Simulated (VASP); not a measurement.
# Si24H8Cl in VASP: a series of runs, part 2 of 2

VASP 6.6.1. The steps go on from the part before.

### Step 3. Single point, PBE

INCAR

```
  ALGO = Normal
  EDIFF = 1E-6
  ENCUT = 400
  GGA = PE
  ISIF = 2
  ISMEAR = 0
  ISYM = 0
  LASPH = True
  LCHARG = False
  LREAL = Auto
  LWAVE = False
  NCORE = 4
  NELM = 80
  PREC = Accurate
  SIGMA = 0.05
```

KPOINTS

```
k-points
0
Gamma
  1 1 1
```

POSCAR

```
Si24H8Cl                                
1.0
    7.6805938572      7.6805938572      0.0000000000
   -7.6805938572      7.6805938572      0.0000000000
    0.0000000000      0.0000000000     23.4276500000
  Si              H               Cl            
    48    16     2
Selective dynamics
Direct
     0.6855631188075655    0.3144368820677468    0.4100290644615924   T   T   T
     0.8148921900788866    0.6816068051544104    0.4103811894248443   T   T   T
     0.0489444380331713    0.9510555609689942    0.4276739131069995   T   T   T
     0.3183931947564936    0.1851078088171667    0.4103811861126110   T   T   T
     0.9636118049351642    0.5392161273816735    0.4396139640625061   T   T   T
     0.2065391162017780    0.7934608863079253    0.4264115168179948   T   T   T
[... 32 lines left out ...]
     0.5027173732260151    0.9969079631819838    0.2028054930231234   T   T   T
     0.4954192691594397    0.5045807311088452    0.2027594446613765   T   T   T
     0.8750000000000000    0.3750000000000000    0.1455075519999980   F   F   F
     0.8750000000000000    0.8750000000000000    0.1455075519999980   F   F   F
     0.1250000000000000    0.1250000000000000    0.1455075519999980   F   F   F
     0.3750000000000000    0.3750000000000000    0.1455075519999980   F   F   F
     0.1250000000000000    0.6250000000000000    0.1455075519999980   F   F   F
     0.3750000000000000    0.8750000000000000    0.1455075519999980   F   F   F
[... 16 lines left out ...]
     0.7016281893000027    0.5483718106999973    0.1067115139999970   F   F   F
     0.5483718106999973    0.7016281893000027    0.1067115139999970   F   F   F
     0.2513170688821830    0.7486829335699883    0.5104182277406514   T   T   T
     0.9986983549529941    0.0013016440764456    0.5104154632642430   T   T   T
```

Potentials or basis: VASP PAW PBE potentials, release 64 (Si, H, Cl).

The run is started by

```console
$ cat potpaw_PBE.64/Si/POTCAR potpaw_PBE.64/H/POTCAR potpaw_PBE.64/Cl/POTCAR > POTCAR
$ mpirun -np 8 vasp_gam > vasp.out
```

OUTCAR:

```text
EDIFF = 1E-6
   ENCUT = 400
   GGA = PE
   ISIF = 2
   ISMEAR = 0
   ISYM = 0
   LASPH = True
   LREAL = Auto
   NELM = 80
   PREC = Accurate

 ion  position               nearest neighbor table
   1  0.686  0.314  0.410-   9 2.34  15 2.34   8 2.35  24 3.13  20 3.13
   2  0.815  0.682  0.410-  16 2.33  10 2.34   5 2.34  24 3.09
   3  0.049  0.951  0.428-  66 2.09  11 2.35  10 2.35   6 2.42
   4  0.318  0.185  0.410-  12 2.33  11 2.34   7 2.34  20 3.09
   5  0.964  0.539  0.440-   2 2.34   9 2.38  13 2.39
   6  0.207  0.793  0.426-  65 2.08  13 2.35  14 2.35   3 2.42
   7  0.461  0.036  0.440-   4 2.34  15 2.38  14 2.39
   8  0.539  0.461  0.439-   1 2.35  16 2.37  12 2.37
   9  0.875  0.390  0.378-   1 2.34  17 2.37  24 2.37   5 2.38
  10  0.882  0.872  0.376-   2 2.34   3 2.35  23 2.37  18 2.38
  11  0.128  0.118  0.376-   4 2.34   3 2.35  17 2.37  19 2.38
  12  0.388  0.376  0.378-   4 2.33   8 2.37  21 2.37  20 2.38
  13  0.113  0.628  0.378-  18 2.34   6 2.35  21 2.37   5 2.39
  14  0.372  0.887  0.378-  19 2.34   6 2.35  22 2.37   7 2.39
  15  0.610  0.125  0.378-   1 2.34  23 2.37  20 2.37   7 2.38
  16  0.624  0.612  0.378-   2 2.33   8 2.37  22 2.37  24 2.38
[... 310 lines left out ...]
  band No.  band energies     occupation
      1     -16.8670      2.00000
      2     -16.7002      2.00000
      3     -12.6669      2.00000
      4     -11.8292      2.00000
      5     -11.8175      2.00000
      6     -11.7463      2.00000
[... 115 lines left out ...]
    122       0.9825      0.00000
    123       1.0164      0.00000
 [bands above 123 left out]

------------------------ aborting loop because EDIFF is reached ----------------------------------------

  FORCE on cell =-STRESS in cart. coord.  units (eV):
  Direction    XX          YY          ZZ          XY          YZ          ZX
  --------------------------------------------------------------------------------------
  -------------------------------------------------------------------------------------
  Total       27.9424690     15.5661497      4.9117528     -0.0000001      0.0000001      0.6641959
  in kB       16.1967186      9.0228443      2.8470740     -0.0000000      0.0000001      0.3849980
  external PRESSURE =       9.3555456 kB  Pullay stress =       0.0000000 kB

 VOLUME and BASIS-vectors are now :
 -----------------------------------------------------------------------------
  energy-cutoff  :      400.00
  volume of cell :     2764.07
      direct lattice vectors                 reciprocal lattice vectors
     7.680593857  7.680593857  0.000000000     0.065099133  0.065099133  0.000000000
    -7.680593857  7.680593857  0.000000000    -0.065099133  0.065099133  0.000000000
     0.000000000  0.000000000 23.427650000     0.000000000  0.000000000  0.042684606

 POSITION                                       TOTAL-FORCE (eV/Angst)
 -----------------------------------------------------------------------------------
      2.85047      7.68059      9.60602        -0.107431     -0.000000     -0.077646
      1.02371     11.49400      9.61427         0.126832     -0.015589     -0.108694
     -6.92875      7.68059     10.01939        -0.021441     -0.000000      0.087613
      1.02371      3.86719      9.61427         0.126832      0.015590     -0.108694
      3.25961     11.54261     10.29912        -0.060174      0.002116      0.072595
     -4.50791      7.68059      9.98982         0.025312      0.000000      0.087209
[... 58 lines left out ...]
     -3.82007      7.68059     11.95790         0.028665      0.000000      0.057077
      7.66060      7.68059     11.95783        -0.014536     -0.000000      0.050382
 -----------------------------------------------------------------------------------
    total drift:                               -0.005875     -0.000000     -0.030390

  FREE ENERGIE OF THE ION-ELECTRON SYSTEM (eV)
  ---------------------------------------------------
  free  energy   TOTEN  =      -308.2771555446 eV

  energy  without entropy=     -308.2771555446  energy(sigma->0) =     -308.27715554
```

OSZICAR:

```text
N       E                     dE             d eps       ncg     rms          rms(c)
DAV:   1     0.116903253288E+04    0.11690E+04   -0.74712E+04   300   0.972E+02
DAV:   2    -0.177789184881E+03   -0.13468E+04   -0.12958E+04   374   0.203E+02
DAV:   3    -0.313715029713E+03   -0.13593E+03   -0.13365E+03   384   0.612E+01
[... 24 lines left out ...]
DAV:  28    -0.308277148727E+03   -0.10844E-04   -0.50874E-07   232   0.108E-03    0.966E-04
DAV:  29    -0.308277151721E+03   -0.29943E-05   -0.77242E-08   208   0.572E-04    0.341E-04
DAV:  30    -0.308277153808E+03   -0.20870E-05   -0.56809E-08   208   0.386E-04    0.269E-04
DAV:  31    -0.308277155294E+03   -0.14859E-05   -0.33726E-08   192   0.304E-04    0.257E-04
DAV:  32    -0.308277155545E+03   -0.25089E-06   -0.10991E-08   192   0.161E-04
   1 F= -.30827716E+03 E0= -.30827716E+03  d E =-.251747E-11
```

Run time: 3.8 min. Hardware: 8 MPI ranks of Intel Xeon Platinum 8259CL at 2.50GHz (Skylake/Cascade Lake), shared host; peak memory 0.34 GiB.

Results:

```
Free energy            : -308.2772 eV
Largest force          : 0.367 eV/Å
Band gap on the k mesh : 0.49 eV, direct
```

Forces in eV/Å, atoms in the order of the input:
```
Si  -0.107  0.000 -0.078
Si   0.127 -0.016 -0.109
Si  -0.021  0.000  0.088
Si   0.127  0.016 -0.109
Si  -0.060  0.002  0.073
Si   0.025  0.000  0.087
Si  -0.060 -0.002  0.073
Si   0.084  0.000  0.070
Si  -0.042 -0.022  0.098
Si   0.022 -0.054  0.058
Si   0.022  0.054  0.058
Si   0.046 -0.015  0.084
Si  -0.031 -0.050  0.070
Si  -0.031  0.050  0.070
Si  -0.042  0.022  0.098
Si   0.046  0.015  0.084
Si   0.012 -0.010  0.019
Si  -0.036 -0.042  0.085
Si  -0.036  0.042  0.085
Si  -0.013 -0.008  0.165
Si   0.013  0.010  0.010
Si   0.013 -0.010  0.010
Si   0.012  0.010  0.019
Si  -0.013  0.008  0.165
Si   0.011  0.000  0.006
Si   0.003 -0.002 -0.023
Si   0.013  0.000 -0.045
Si   0.003  0.002 -0.023
Si   0.000 -0.008  0.000
Si  -0.005  0.000 -0.010
Si   0.000  0.008  0.000
Si   0.005  0.000 -0.025
Si   0.012  0.000 -0.062
Si  -0.008 -0.005 -0.066
Si  -0.006  0.000 -0.059
Si  -0.008  0.005 -0.066
Si   0.005  0.006 -0.066
Si   0.019  0.000 -0.047
Si   0.005 -0.006 -0.066
Si   0.004  0.000 -0.057
Si   0.255  0.020 -0.101
Si  -0.332 -0.011 -0.155
Si  -0.332  0.011 -0.155
Si  -0.306 -0.009 -0.116
Si   0.300  0.004 -0.172
Si   0.300 -0.004 -0.172
Si   0.255 -0.020 -0.101
Si  -0.306  0.009 -0.116
H   -0.280 -0.022 -0.016
H    0.262  0.022  0.059
H   -0.256  0.032  0.072
H    0.289 -0.026 -0.033
H   -0.256 -0.032  0.072
H    0.289  0.026 -0.033
H   -0.257  0.030  0.071
H    0.295 -0.039 -0.023
H   -0.294  0.011 -0.028
H    0.264 -0.016  0.057
H   -0.294 -0.011 -0.028
H    0.264  0.016  0.057
H   -0.280  0.022 -0.016
H    0.262 -0.022  0.059
H   -0.257 -0.030  0.071
H    0.295  0.039 -0.023
Cl   0.029  0.000  0.057
Cl  -0.015  0.000  0.050
```

Levels at points of the mesh, in eV from the valence-band top:
```tsv
k point	band 107	band 108	band 109	band 110	band 111	band 112	band 113	band 114	band 115	band 116
(0.00, 0.00, 0.00)	-0.46	-0.38	-0.26	-0.11	0.00	0.49	1.14	1.21	1.28	1.29
```
